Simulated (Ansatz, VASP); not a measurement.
# Zn (Zinc) in two plane-wave programs

Aim: how closely do two programs agree when they are given the same cell, functional and k mesh? The structure shown is the end of the Ansatz relaxation below.

Method: plane waves, with VASP 6.6.1 beside it; single point at LDA, in Ansatz 0.2.0.

## Step 1: The structure

The structure is hexagonal, space group P6_3/mmc (No. 194). The conventional cell has a = 2.576 Å, b = 2.576 Å, c = 4.815 Å, α = 90.00°, β = 90.00°, γ = 120.00°. Zn has 12 Zn at 2.58 to 2.83 Å nearest.

## Step 2: Ansatz: relaxation, LDA

Ansatz runs on its PAW soft_1 files.

This run makes the geometry at which the two programs are then compared.

Contents of input.yaml:

```yaml
crystal:
  lattice:
    - [2.5758288771, 0.0, 0.0]
    - [-1.2879144386, 2.2307332433, 0.0]
    - [0.0, 0.0, 4.8546608673]
  atoms:
    - { symbol: Zn, position: [0.3333333333, 0.6666666667, 0.25] }
    - { symbol: Zn, position: [0.6666666667, 0.3333333333, 0.75] }
kpoints:
  mp_grid: { grid: [18, 18, 10] }
hamiltonian:
  xc: lda
  pseudopotentials: { kind: paw, azcp: { folder: soft_1 }, xc_functional: pbe }
scf:
  occupations: { method: methfessel_paxton, width: 0.2 }
output:
  forces: true
  stress: true
  eigenvalues: true
relax:
  adjacent_minimum: "off"
  f_tol: 0.001
  max_steps: 60
  cell: { stress_tol: 0.01, fix: [a, b, gamma] }
```

Launch:

```bash
ansatz run input.yaml --threads 4 --pin off --max-ram 10240MiB --backend cpu --events-out ev --progress --plain --runs-dir out
```

Numbers of over 12 decimals in the logs are rounded to 6 here.

Output:

```text
Engine: ansatz 0.2.0, aarch64-unknown-linux-gnu
Pseudopotentials: kind: paw
Pseudopotential: Zn, paw, valence charge 12, recommended cutoff 420 eV (normal), soft_1/Zn.paw.azcp
Functional definition: SPW92
  exchange = slater_x
  correlation = pw_c
Crystal: 2 atoms, lattice volume = 27.895 Å³
Basis set: ecut = 420 eV, 551 PW (Γ)
Bands: 16, of which v1, the nominal top of the filled ones, is band 12 counted from 1 (11 counted from 0)
Symmetry: 24 space group operations
Space group: P63/mmc (ITA 194), of the structure as read, at distance tolerance 3.0e-5 Å
k-points: 222 of 3240
Non-local potential: Zn, projectors of the file, l = 0: 2, l = 1: 2, l = 2: 3, l = 3: 1
PAW form: soft (Blöchl's): semilocal exchange-correlation on the pseudo side does not see the compensation charge
PAW frozen core: Zn, regenerated for the run's functional, and the local potential with it (the file was generated under x = pbe(κ = 0.804, μ = 0.219515), c = pbe(β = 0.066725))
PAW one-centre angular grid: Zn, 590 points (default); XC on 64 Gauss nodes
Initial density: superposition of atomic densities (chi_scale 0.1, normalization cell)
Initial wavefunctions: pseudopotential atomic-orbital guess
Functional: x = slater, c = lda
SCF iter   1: F=—  HF=-6492.841378 eV  |F-HF|=—  |Δ(HF+E_count)|=         —  Δρ=7.07e-2  dr2=1.01e0  ethr=3.10e-3  ⟨swp⟩=5.8  Hψ=20971  notcnv=0
preconditioner: auto → none  [insulator: Δε(μ)=0.169 eV  Ē_g=12.967 eV  σ=0.200 eV  W_gap=0.62  n_scr=4 (ndim 8)  ℏωp=34.4 eV  f_vac=0.000  D(μ)=0.17/eV (n_scr^D=0)  ε∞_Penn≈8.1]
SCF iter   2: F=—  HF=-6492.650844 eV  |F-HF|=—  |Δ(HF+E_count)|=   1.91e-1  S|Δr|=    0.00e0  Δρ=4.81e-2  dr2=2.41e-1  ethr=3.10e-3  ⟨swp⟩=2.0  Hψ=8860  notcnv=0  defer=3
SCF iter   3: F=—  HF=-6492.530474 eV  |F-HF|=—  |Δ(HF+E_count)|=   1.20e-1  S|Δr|=    0.00e0  Δρ=9.72e-3  dr2=1.69e-2  ethr=1.00e-3  ⟨swp⟩=2.0  Hψ=8720  notcnv=0  defer=3
SCF iter   4: F=—  HF=-6492.526611 eV  |F-HF|=—  |Δ(HF+E_count)|=   3.86e-3  S|Δr|=    0.00e0  Δρ=2.76e-3  dr2=6.28e-4  ethr=7.05e-5  ⟨swp⟩=2.8  Hψ=6404  notcnv=0  defer=3
SCF iter   5: F=—  HF=-6492.526917 eV  |F-HF|=—  |Δ(HF+E_count)|=   3.05e-4  S|Δr|=    0.00e0  Δρ=7.22e-4  dr2=7.46e-5  ethr=2.62e-6  ⟨swp⟩=2.1  Hψ=6195  notcnv=0  defer=3
SCF iter   6: F=—  HF=-6492.526902 eV  |F-HF|=—  |Δ(HF+E_count)|=   1.49e-5  S|Δr|=    0.00e0  Δρ=5.37e-5  dr2=4.78e-7  ethr=3.11e-7  ⟨swp⟩=2.7  Hψ=6341  notcnv=0  defer=3
SCF iter   7: F=-6492.526902 eV  HF=-6492.526902 eV  |F-HF|=2.73e-12  |Δ(HF+E_count)|=   1.38e-7  S|Δr|=    0.00e0  Δρ=9.69e-7  dr2=1.20e-10  ethr=4.17e-10  ⟨swp⟩=6.3  Hψ=17579  notcnv=0
SCF 1 converged in 7 iterations: F = -6492.526902 eV  dr2 = 1.20e-10
  greatest PAW one-centre occupation: 0.982 electrons in one spin orbital (limit 2), on the Zn atom at site 1 (counted from 0), in its partial waves of l = 2
relax step   1: F+E_penalty+E_count = -6492.52690157 eV  Δ(F+E_penalty+E_count) = +0.000e0 eV  max|allowed force component| = 2.035e-16 eV/Å  Δτ_max = 0.0000 Å  P = -2.299 GPa  Ω = 27.895 Å³  fix = [a, b, gamma]  reactions: a -3.010, b -3.010 GPa  (7 SCF iters, dr2 threshold 1.00e-7 eV, accepted)
[...]
relax step   2: F+E_penalty+E_count = -6492.52742060 eV  Δ(F+E_penalty+E_count) = -5.190e-4 eV  max|allowed force component| = 2.128e-16 eV/Å  Δτ_max = 0.0000 Å  P = -2.010 GPa  Ω = 27.774 Å³  energy of the carried Pulay correction = +3.749e-5 eV  fix = [a, b, gamma]  reactions: a -2.816, b -2.816 GPa  (4 SCF iters, dr2 threshold 2.00e-7 eV, accepted)
[...]
relax step   3: F+E_penalty+E_count = -6492.52758022 eV  Δ(F+E_penalty+E_count) = -1.596e-4 eV  max|allowed force component| = 6.476e-17 eV/Å  Δτ_max = 0.0000 Å  P = -1.758 GPa  Ω = 27.673 Å³  energy of the carried Pulay correction = +6.884e-5 eV  fix = [a, b, gamma]  reactions: a -2.630, b -2.630 GPa  (4 SCF iters, dr2 threshold 2.00e-7 eV, accepted)
[...]
relax step   4: F+E_penalty+E_count = -6492.52758143 eV  Δ(F+E_penalty+E_count) = -1.219e-6 eV  max|allowed force component| = 3.701e-17 eV/Å  Δτ_max = 0.0000 Å  P = -1.750 GPa  Ω = 27.670 Å³  energy of the carried Pulay correction = +6.990e-5 eV  fix = [a, b, gamma]  reactions: a -2.624, b -2.624 GPa  (5 SCF iters, dr2 threshold 4.20e-10 eV, accepted)
[...]
relax step   5: F+E_penalty+E_count = -6492.52751155 eV  Δ(F+E_penalty+E_count) = +6.989e-5 eV  max|allowed force component| = 6.476e-17 eV/Å  Δτ_max = 0.0000 Å  P = -1.749 GPa  Ω = 27.670 Å³  fix = [a, b, gamma]  reactions: a -2.624, b -2.624 GPa  stress off target by 2.14e-4 GPa on what of the cell is left free  SCF on the basis re-selected at this cell (its energy is not comparable with the rows above)  (5 SCF iters)
basis re-selected at this cell: Δ(F+E_penalty+E_count) = +6.989e-5 eV, ΔP = +0.000 GPa vs the last step (what re-selecting the basis moved, of the pressure what is left beyond the Pulay correction that the steps carried, after the strain that the cell walked since its last selection, with what the two solves' SCF thresholds leave and, on support functions, any second-order correction that the steps lacked; it is no m [...]
SCF converged after 5 iterations
Stability not checked: this state was not tested for a lower state beside it, because cold or Methfessel-Paxton smearing, or corrected tetrahedra, fill the levels in a way that the test cannot read (fill_not_monotonic; see scf.lower_state_search)
Free energy (F): -6492.527512 eV
Harris-Foulkes:  -6492.527512 eV  (|F-HF|=1.82e-12)
Internal energy: -6492.529290 eV  (E = F + TS)
E sigma→0 (E₀):  -6492.527956 eV
Entropy (-TS):   0.001778 eV (0.889 meV/atom)
Fermi energy:    12.121209 eV
--- Per-component energies (eV) ---
  E_band       = 114.402672
  E_kinetic    = 298.757993
  E_local      = -3403.202259  (includes V_loc(G=0)·N_el)
  E_nonlocal   = 1637.029910
  E_hartree    = 1262.743469
  E_xc         = -157.714945
  E_vxc        = -106.088448  (∫ρ·V_xc dr)
  E_paw        = -3645.897496  (= ΣΔE_a)
  E_vpaw       = -837.581050  (= ΣTr[D̂ρ^β])
  E_aug_tail   = -0.000451  (compensation charges beyond the density's cutoff)
  E_ewald      = -2487.359798
  E_core_change = 3.114287  (= ΣΔE_core)
  E_smearing   = 0.001778  (= −TS)
  E_closure    = -0.000000  (closes the sum)
  Σ components = -6492.527512   (vs F -6492.527512, Δ=0.00e0)
--- Forces (eV/Å), atoms counted from 1 ---
  atom   1  Zn     0.00000000     0.00000000     0.00000000
  atom   2  Zn    -0.00000000    -0.00000000    -0.00000000
  max |Σ_I F_I| component: 1.85e-17 eV/Å
--- Stress (GPa, compression-positive) ---
       -2.624020      -0.000000      -0.000000
       -0.000000      -2.624020       0.000000
       -0.000000       0.000000      -0.000214
  P = ⅓ Tr σ = -1.7494 GPa (-17.494 kbar)
--- Band table (eV; the first three rows and the last of 222) ---
  k-point 0: bands = [... 8 lower, 4.5481, 4.7903, 4.7903, 7.9401, 8.9754, 26.1178, 29.9671, 30.6788]
  k-point 1: bands = [... 8 lower, 4.5563, 4.7861, 4.7861, 7.0854, 9.9714, 24.9741, 30.7436, 30.7436]
  k-point 2: bands = [... 8 lower, 4.5792, 4.7736, 4.7736, 6.0154, 11.4727, 22.9555, 30.9350, 30.9350]
  k-point 221: bands = [... 8 lower, 4.7765, 4.7765, 13.0355, 13.0355, 13.9649, 13.9649, 14.5576, 14.5576]
--- Relaxed structure (4 steps of the walk, 4 accepted, 1 SCFs on fresh bases) ---
  F+E_penalty+E_count = -6492.52751155 eV   max|allowed force component| = 6.476e-17 eV/Å   (the final SCF, on the basis selected at the relaxed cell)
  cell:  # Å, volume = 27.6695 Å³
    - [2.575829, 2.8867558323932644e-11, 0.0]
    - [-1.287914, 2.230733, 0.0]
    - [0.0, 0.0, 4.815448]
  atoms:
    - { symbol: Zn, position: [0.333333, 0.666667, 0.250000] }
    - { symbol: Zn, position: [0.666667, 0.333333, 0.750000] }
```

In the SCF lines HF is the Harris–Foulkes energy and dr2 the Hartree energy of the density residual, in eV; the loop may stop once dr2 is under the threshold and the program's other checks hold. Hψ counts applications of the Hamiltonian.

## Step 3: VASP: single point, LDA, pair 1

The same cell, functional (in two slightly different forms), mesh and smearing now go to VASP, with its own data sets.

Lines of VASP's logs that name or quote its potential files are left out, and so is its time.

Contents of INCAR:

```
SYSTEM = Zn
PREC = Accurate
ENCUT = 500
EDIFF = 1E-06
NELM = 120
ISMEAR = 1
SIGMA = 0.2
LREAL = .FALSE.
ALGO = Normal
GGA = CA
NBANDS = 18
LORBIT = 11
LWAVE = .FALSE.
LCHARG = .FALSE.
ISIF = 2
LASPH = .TRUE.
GGA_COMPAT = .FALSE.
KPAR = 2
```

Contents of POSCAR:

```
Zn
1.0
    2.5758288771      0.0000000000      0.0000000000
   -1.2879144386      2.2307332433      0.0000000000
    0.0000000000      0.0000000000      4.8154483189
Zn
2
Direct
    0.3333333333      0.6666666667      0.2500000000
    0.6666666667      0.3333333333      0.7500000000
```

Contents of KPOINTS:

```
Automatic mesh
0
Gamma
18 18 10
0 0 0
```

The projector-augmented-wave data sets are Zn (LDA family, release 64).

Launch:

```bash
mpirun -np 2 vasp_std
```

Output:

```text
[banner, memory and clock lines left out]
running    2 mpi-ranks, on    1 nodes
 distrk:  each k-point on    1 cores,    2 groups
 distr:  one band on    1 cores,    1 groups

 POSCAR found type information on POSCAR Zn
 POSCAR found :  1 types and       2 ions
 LDA part: xc-table for (Slater(with rela. corr.)+CA(PZ))
 , standard interpolation
 POSCAR, INCAR and KPOINTS ok, starting setup
 FFT: planning ... GRIDC
 FFT: planning ... GRID_SOFT
 FFT: planning ... GRID
 WAVECAR not read
 entering main loop
       N       E                     dE             d eps       ncg     rms          rms(c)
DAV:   1     0.105473768134E+03    0.10547E+03   -0.12307E+04  8208   0.213E+03
DAV:   2     0.112202191609E+00   -0.10536E+03   -0.10260E+03  8050   0.297E+02
DAV:   3    -0.404973268438E+01   -0.41619E+01   -0.41445E+01  8992   0.678E+01
DAV:   4    -0.407135833283E+01   -0.21626E-01   -0.21620E-01  8840   0.493E+00
DAV:   5    -0.407138654121E+01   -0.28208E-04   -0.28208E-04  8736   0.159E-01    0.498E+00
DAV:   6    -0.378732587750E+01    0.28406E+00   -0.11072E+00  8634   0.234E+01    0.352E+00
DAV:   7    -0.376595785076E+01    0.21368E-01   -0.45122E-02 10210   0.380E+00    0.177E+00
DAV:   8    -0.375623677668E+01    0.97211E-02   -0.31113E-03 10922   0.790E-01    0.535E-02
DAV:   9    -0.375620291965E+01    0.33857E-04   -0.28009E-04 10338   0.204E-01    0.303E-02
DAV:  10    -0.375620640593E+01   -0.34863E-05   -0.18579E-05  8558   0.383E-02    0.251E-03
DAV:  11    -0.375620638546E+01    0.20474E-07   -0.64636E-07  5152   0.114E-02
   1 F= -.37562064E+01 E0= -.37568169E+01  d E =0.183148E-02
```

Parts of OUTCAR (step 3):

```text
ion  position               nearest neighbor table
   1  0.333  0.667  0.250-   2 2.83   2 2.83   2 2.83   2 2.83   2 2.83   2 2.83
   2  0.667  0.333  0.750-   1 2.83   1 2.83   1 2.83   1 2.83   1 2.83   1 2.83

  LATTYP: Found a hexagonal cell.
 ALAT       =     2.5758288771
 C/A-ratio  =     1.8694752441

 Subroutine GETGRP returns: Found 24 space group operations
 (whereof 12 operations were pure point group operations)

The static configuration has the point symmetry D_3d.
 The point group associated with its full space group is D_6h.

 Found    222 irreducible k-points:

   k-points           NKPTS =    222   k-points in BZ     NKDIM =    222   number of bands    NBANDS=     18

   dimension x,y,z NGX =    20 NGY =   20 NGZ =   36
   dimension x,y,z NGXF=    40 NGYF=   40 NGZF=   72

   ENCUT  =  500.0 eV  36.75 Ry    6.06 a.u.   4.70  4.70  8.78*2*pi/ulx,y,z

   NELECT =      24.0000    total number of electrons

 k-points in reciprocal lattice and weights: Automatic mesh
   0.00000000  0.00000000  0.00000000       0.000
   0.05555556  0.00000000  0.00000000       0.002
   0.11111111  0.00000000  0.00000000       0.002
   0.16666667  0.00000000  0.00000000       0.002
   0.22222222  0.00000000  0.00000000       0.002
   0.27777778  0.00000000  0.00000000       0.002
   0.33333333  0.00000000  0.00000000       0.002
   0.38888889  0.00000000  0.00000000       0.002
   0.44444444  0.00000000  0.00000000       0.002
[...]
0.33333333  0.27777778  0.50000000       0.004
   0.33333333  0.33333333  0.50000000       0.001

 average (electrostatic) potential at core
       1 -37.5730       2 -37.5730

 E-fermi :   3.6489

 k-point     1 :       0.0000    0.0000    0.0000
  band No.  band energies     occupation
    ...
      9      -3.9684      2.00000
     10      -3.7275      2.00000
     11      -3.7275      2.00000
     12      -0.5335      2.00000
     13       0.4968      2.00000
     14      17.7584      0.00000
     15      21.7090      0.00000
     16      22.3177      0.00000
     17      22.3177      0.00000
     18      23.8631      0.00000

 k-point     2 :       0.0556    0.0000    0.0000
  band No.  band energies     occupation
    ...
      9      -3.9786      2.00000
     10      -3.7983      2.00000
     11      -3.7262      2.00000
     12      -0.3618      2.00000
     13       0.5433      2.00000
     14      17.8686      0.00000
     15      20.3872      0.00000
     16      21.3178      0.00000
     17      21.7003      0.00000
     18      22.9289      0.00000

 k-point     3 :       0.1111    0.0000    0.0000
  band No.  band energies     occupation
    ...
      9      -4.0069      2.00000
     10      -3.9446      2.00000
     11      -3.7240      2.00000
     12       0.1113      2.00000
     13       0.6901      2.00000
     14      17.5892      0.00000
     15      18.1870      0.00000
     16      19.8815      0.00000
     17      21.4452      0.00000
     18      22.1546      0.00000

  Total       -0.3083671     -0.3083671      0.0799424      0.0000000      0.0000000      0.0000000
  in kB      -17.8557159    -17.8557159      4.6289937      0.0000000      0.0000000      0.0000000
  external PRESSURE =     -10.3608127 kB  Pullay stress =       0.0000000 kB

  energy-cutoff  :      500.00
  volume of cell :       27.67
      direct lattice vectors                 reciprocal lattice vectors
     2.575828877  0.000000000  0.000000000     0.388224547  0.224141547  0.000000000
    -1.287914439  2.230733243  0.000000000     0.000000000  0.448283094  0.000000000
     0.000000000  0.000000000  4.815448319     0.000000000  0.000000000  0.207664984

 POSITION                                       TOTAL-FORCE (eV/Angst)
 -----------------------------------------------------------------------------------
     -0.00000      1.48716      1.20386         0.000000     -0.000000      0.000000
      1.28791      0.74358      3.61159        -0.000000      0.000000      0.000000
 -----------------------------------------------------------------------------------
    total drift:                               -0.000000      0.000000     -0.000000

  FREE ENERGIE OF THE ION-ELECTRON SYSTEM (eV)
  ---------------------------------------------------
  free  energy   TOTEN  =        -3.7562063855 eV

  energy  without entropy=       -3.7580378674  energy(sigma->0) =       -3.75681688

 total charge
# of ion       s       p       d       tot
------------------------------------------
    1        0.616   0.521   9.727  10.865
    2        0.616   0.521   9.727  10.865
--------------------------------------------------
tot          1.233   1.043  19.455  21.730

[... 3 further parts left out ...]
```

The run ends at a pressure of -1.04 GPa.

## Step 4: Differences

Known differences besides the potentials themselves: the two LDA forms differ slightly; the cutoff is 420 eV in Ansatz and 500 eV in VASP; VASP's log shows a relativistic correction to its local exchange, Ansatz's none; Ansatz's pressure holds a Pulay correction, VASP's none. Total energies have different zeros and are not compared.

Compared:

| quantity | Ansatz | VASP | difference |
| --- | --- | --- | --- |
| pressure (GPa) | -1.75 | -1.04 | -0.71 |

## Step 5: Ansatz: relaxation, LDA

This run makes the geometry at which the two programs are then compared. The cell compared in this pair holds 26.86 Å³, against 27.67 Å³ for the pair before.

The structure compared here is the end of the Ansatz relaxation.

input.yaml: that of step 2 with these lines changed.

```diff
@@ -2,5 +2,5 @@
   lattice:
-    - [2.5758288771, 0.0, 0.0]
-    - [-1.2879144386, 2.2307332433, 0.0]
-    - [0.0, 0.0, 4.8546608673]
+    - [2.6523386457, 0.0, 0.0]
+    - [-1.3261693229, 2.2969926466, 0.0]
+    - [0.0, 0.0, 4.5152915173]
   atoms:
```

Launch:

```bash
ansatz run input.yaml --threads 4 --pin off --max-ram 10240MiB --backend cpu --events-out ev --progress --plain --runs-dir out
```

Output:

```text
[...]
Crystal: 2 atoms, lattice volume = 27.509 Å³
Basis set: ecut = 420 eV, 549 PW (Γ)
Bands: 16, of which v1, the nominal top of the filled ones, is band 12 counted from 1 (11 counted from 0)
Symmetry: 24 space group operations
[...]
k-points: 222 of 3240
[...]
--- Relaxed structure (5 steps of the walk, 5 accepted, 1 SCFs on fresh bases) ---
[...]
cell:  # Å, volume = 26.8550 Å³
    - [2.652339, 2.8867437729087532e-11, -1.1667269805154885e-18]
    - [-1.326169, 2.296993, 5.833634902687665e-19]
    - [-1.986214108324751e-18, 0, 4.407950]
  atoms:
    - { symbol: Zn, position: [0.333333, 0.666667, 0.250000] }
    - { symbol: Zn, position: [0.666667, 0.333333, 0.750000] }
[key lines of the parts left out:]
SCF converged after 6 iterations
Free energy (F): -6492.507320 eV
Fermi energy:    12.693127 eV
P = ⅓ Tr σ = -0.8310 GPa (-8.310 kbar)
```

## Step 6: VASP: single point, LDA, pair 2

The same cell, functional (in two slightly different forms), mesh and smearing now go to VASP, with its own data sets.

INCAR is that of step 3.

Contents of POSCAR:

```
Zn
1.0
    2.6523386457      0.0000000000      0.0000000000
   -1.3261693229      2.2969926466      0.0000000000
    0.0000000000      0.0000000000      4.4079501599
Zn
2
Direct
    0.3333333333      0.6666666667      0.2500000000
    0.6666666667      0.3333333333      0.7500000000
```

KPOINTS is that of step 3.

Launch:

```bash
mpirun -np 2 vasp_std
```

Output:

```text
[... set-up lines as in an earlier step ...]
 entering main loop
       N       E                     dE             d eps       ncg     rms          rms(c)
DAV:   1     0.105700782270E+03    0.10570E+03   -0.12264E+04  8264   0.213E+03
DAV:   2     0.121942737653E+00   -0.10558E+03   -0.10263E+03  8044   0.299E+02
DAV:   3    -0.404358532875E+01   -0.41655E+01   -0.41507E+01  8904   0.683E+01
DAV:   4    -0.406426132372E+01   -0.20676E-01   -0.20671E-01  8906   0.484E+00
[...]
DAV:   9    -0.373601686920E+01    0.39171E-04   -0.22028E-04 10572   0.180E-01    0.281E-02
DAV:  10    -0.373602062760E+01   -0.37584E-05   -0.17242E-05  8822   0.357E-02    0.249E-03
DAV:  11    -0.373602066217E+01   -0.34574E-07   -0.69406E-07  4934   0.120E-02
   1 F= -.37360207E+01 E0= -.37359431E+01  d E =-.232538E-03
```

(Part 1 of 2 ends here.)

[Lines on the potential files, build, host, timing and source positions are cut from VASP's logs without a mark.]

[Logs are printed without paths, hosts, clocks, repeated set-up lines and the standing remarks that a program may print on its own settings, such as how far it seeks lower states.]

[Hosts, paths, dates, database ids (printed as entryN), source tags and the programs' standing remarks are cut or masked in the printed files.]
